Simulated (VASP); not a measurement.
Given:

```
Cu31Zn
1.0
    7.26301     0.00000     0.00000
    0.00000     7.26301     0.00000
    0.00000     0.00000     7.26301
Cu Zn
31 1
Direct
  0.50000   0.00000   0.00000
  0.75000   0.25000   0.00000
  0.75000   0.00000   0.25000
  0.00000   0.00000   0.00000
  0.25000   0.25000   0.00000
  0.50000   0.50000   0.00000
  0.75000   0.75000   0.00000
  0.25000   0.00000   0.25000
  0.50420   0.25651   0.24769
  0.74970   0.49555   0.25557
  0.50000   0.00000   0.50000
  0.75132   0.24363   0.50450
  0.75000   0.00000   0.75000
  0.00000   0.50000   0.00000
  0.25000   0.75000   0.00000
  0.00000   0.25000   0.25000
  0.25282   0.49361   0.25249
  0.49888   0.75558   0.25617
  0.00000   0.00000   0.50000
  0.25121   0.24766   0.49966
  0.75503   0.74773   0.50264
  0.25000   0.00000   0.75000
  0.50135   0.25609   0.75645
  0.75471   0.50589   0.75117
  0.00000   0.75000   0.25000
  0.00000   0.50000   0.50000
  0.24980   0.74756   0.49498
  0.00000   0.25000   0.75000
  0.24760   0.49454   0.74612
  0.50228   0.74575   0.74476
  0.00000   0.75000   0.75000
  0.49921   0.50319   0.50179
```

Computed with PBE GGA, VASP's PBE PAW potentials (set 64) (plane waves; VASP). Settings: PREC = Normal, LREAL = Auto, ISYM = 0, EDIFF = 1E-5, 400 eV cut-off, 3×3×3 Γ-centred mesh, first-order Methfessel-Paxton smearing of 0.10 eV, potentials Cu Zn.

**Question.** The ions are relaxed. Give the cell that the relaxation ends in.

**Answer.** 
```
Cu31Zn
1.0
    7.26301     0.00000     0.00000
    0.00000     7.26301     0.00000
    0.00000     0.00000     7.26301
Cu Zn
31 1
Direct
  0.50064   0.99967   0.00042
  0.75109   0.24933   0.00036
  0.75109   0.99980   0.24983
  0.00060   0.99977   0.00045
  0.24999   0.24941   0.00044
  0.50063   0.49981   0.00045
  0.75110   0.75034   0.00045
  0.25007   0.99980   0.24976
  0.50053   0.24854   0.24923
  0.75164   0.49992   0.24929
  0.50059   0.99982   0.50051
  0.75158   0.24871   0.50059
  0.75108   0.99967   0.75113
  0.00060   0.49970   0.00046
  0.25006   0.75040   0.00052
  0.00052   0.24910   0.24983
  0.24948   0.49968   0.24935
  0.50054   0.75091   0.24951
  0.00060   0.99984   0.50045
  0.24954   0.24872   0.50041
  0.75174   0.75094   0.50042
  0.25003   0.99983   0.75105
  0.50061   0.24877   0.75163
  0.75177   0.50002   0.75145
  0.00063   0.75046   0.24990
  0.00055   0.49969   0.50040
  0.24937   0.75092   0.50035
  0.00057   0.24900   0.75106
  0.24940   0.49992   0.75159
  0.50038   0.75077   0.75143
  0.00062   0.75028   0.75095
  0.50045   0.49977   0.50033
```

**Question.** How much energy does the relaxation gain?

**Answer.** The energy (σ→0) changes by -3.8 meV/atom, in 10 ionic steps.

The cell is a supercell with a defect, built from Cu (fcc): Zn_Cu. The run is not spin-polarised, so no state with unpaired spins was tried.
